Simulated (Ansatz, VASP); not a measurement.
## Zn3BH4 in VASP and in Ansatz

INCAR

```
SYSTEM = Zn3BH4
ALGO = Normal
EDIFF = 1E-7
ENCUT = 520
GGA = PE
ISIF = 2
ISMEAR = 0
LASPH = .True.
LCHARG = .False.
LREAL = .False.
LWAVE = .False.
NBANDS = 32
NELM = 100
PREC = Accurate
SIGMA = 0.1
```

Contents of KPOINTS:

```
k-points
0
Gamma
  4 4 4
  0 0 0
```

Contents of POSCAR:

```
Zn3BH4
1.0
    4.4204062300      0.0000000000      0.0000000000
    0.0000000000      4.4204062300      0.0000000000
    0.0000000000      0.0000000000      4.4204062300
Zn B H
3 1 4
Direct
    0.0000000000      0.0000000000      0.5000000000
    0.0000000000      0.5000000000      0.0000000000
    0.5000000000      0.0000000000      0.0000000000
    0.5000000000      0.5000000000      0.5000000000
    0.7563347300      0.7563347300      0.2436652700
    0.7563347300      0.2436652700      0.7563347300
    0.2436652700      0.7563347300      0.7563347300
    0.2436652700      0.2436652700      0.2436652700
```

Input for Ansatz:

```yaml
crystal:
  lattice:
    - [4.42040623, 0.0, 0.0]
    - [0.0, 4.42040623, 0.0]
    - [0.0, 0.0, 4.42040623]
  atoms:
    - { symbol: Zn, position: [0.0, 0.0, 0.5] }
    - { symbol: Zn, position: [0.0, 0.5, 0.0] }
    - { symbol: Zn, position: [0.5, 0.0, 0.0] }
    - { symbol: B, position: [0.5, 0.5, 0.5] }
    - { symbol: H, position: [0.75633473, 0.75633473, 0.24366527] }
    - { symbol: H, position: [0.75633473, 0.24366527, 0.75633473] }
    - { symbol: H, position: [0.24366527, 0.75633473, 0.75633473] }
    - { symbol: H, position: [0.24366527, 0.24366527, 0.24366527] }
basis:
  ecutwfc: 420
kpoints:
  mp_grid: { grid: [4, 4, 4] }
hamiltonian:
  xc: pbe
scf:
  occupations: { method: gaussian, width: 0.1 }
  lower_state_search: "off"
output:
  forces: true
  stress: true
  eigenvalues: true
```

Change from the starting cell: species swapped into the MgZn3S4 type (P-43m, No. 215).

Alike in both runs: task single point; functional PBE; k mesh 4 × 4 × 4; occupations gaussian, width 0.1 eV; no spin polarisation.

|  | VASP | Ansatz |
| --- | --- | --- |
| version | VASP 6.6.1 | Ansatz 0.2.0 |
| potentials or method | VASP PAW PBE potentials, release 64 (Zn, B, H) | scalar-relativistic, plane waves, PAW |
| plane-wave cutoff (eV) | 520 | 420 |
| valence electrons in the cell | 43 | 43 |

```tsv
	VASP	Ansatz	Ansatz less VASP
gap on the k mesh at the Fermi level (eV)	none	none	-
pressure (GPa)	-4.4	-4.4	-0.08
rms of the force components (eV/Å)	0.122	0.119	-0.0029
```

Atom by atom the forces differ by 0.003 eV/Å (rms over components). A gap of «none» marks a metal or a gap that the smearing closes.
